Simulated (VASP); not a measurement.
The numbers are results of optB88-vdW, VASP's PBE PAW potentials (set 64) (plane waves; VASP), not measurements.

Input for VASP

### INCAR
```
# general
SYSTEM    =  Bi2Te3 monolayer
PREC      =  Normal
ENCUT     =  400
LREAL     =  .FALSE.
LASPH     =  .TRUE.

# electronic loop
EDIFF     =  1E-6
NELM      =  100
NELMIN    =  4
ALGO      =  Normal
LMAXMIX   =  4

# smearing
ISMEAR    =  0
SIGMA     =  0.05

# functional
GGA       =  BO
LUSE_VDW  =  .TRUE.
AGGAC     =  0.0
PARAM1    =  0.1833333333
PARAM2    =  0.22

# output
LWAVE     =  .FALSE.
LCHARG    =  .FALSE.
LORBIT    =  11
LVHAR     =  .TRUE.
```

KPOINTS:
```
Automatic mesh
0
Gamma
12 12 1
0 0 0
```

File POSCAR:
```
Bi2Te3 monolayer
4.4177970
  0.9999999807   0.0000000000   0.0000000000
 -0.4999999903   0.8660253423   0.0000000000
  0.0000000000   0.0000000000   5.4984453512
Bi Te
2 3
Direct
  0.3333330000   0.6666670000   0.4142840149
  0.0000000000   0.0000000000   0.5857159851
  0.0000000000   0.0000000000   0.3427578149
  0.6666670000   0.3333330000   0.5000000000
  0.3333330000   0.6666670000   0.6572421851
```

POTCAR, in this order: Bi_d Te (PBE.64 set). Program: vasp_std. Read from the step before: WAVECAR.

**Question.** Predict the energy per atom (σ→0).

**Answer.** 
```yaml
energy per atom (σ→0): -1.105 eV/atom
```

### OSZICAR
```
...
DAV:   5    -0.552622406284E+01   -0.12577E-04   -0.62156E-05   952   0.376E-02    0.140E-03
DAV:   6    -0.552621684951E+01    0.72133E-05   -0.71772E-05   960   0.432E-02    0.103E-03
DAV:   7    -0.552621567997E+01    0.11695E-05   -0.82390E-07   736   0.805E-03    0.804E-04
DAV:   8    -0.552621363905E+01    0.20409E-05   -0.27710E-06   836   0.117E-02    0.348E-04
DAV:   9    -0.552621130785E+01    0.23312E-05   -0.31225E-06   840   0.135E-02    0.189E-04
DAV:  10    -0.552620999920E+01    0.13087E-05   -0.84155E-07   752   0.855E-03    0.224E-04
DAV:  11    -0.552620989109E+01    0.10811E-06   -0.81222E-07   752   0.776E-03
   1 F= -.55262099E+01 E0= -.55262099E+01  d E =-.660186E-11
```

The cell is a sheet with vacuum, built from Bi2Te3 (tetradymite).
